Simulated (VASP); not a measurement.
Energy against volume of KF (rock salt). Method: PBE GGA with D3 dispersion (zero damping), VASP's PBE PAW potentials (set 64) (plane waves; VASP 6.6.1).

| V (Å³/atom) | E (eV/atom) |
|---|---|
| 18.333 | -4.27683 |
| 18.918 | -4.28313 |
| 19.504 | -4.28571 |
| 20.089 | -4.28512 |
| 20.674 | -4.28190 |

Question: Fit a third-order Birch-Murnaghan equation of state.

Answer: 
| Quantity | Result |
|---|---|
| volume per atom | 19.68 Å³/atom |
| bulk modulus | 27.4 GPa |
| pressure derivative of the bulk modulus | 4.84 |
| lattice constant a | 0.5399 nm |

The compound is KF in the rock salt structure. It was relaxed first.
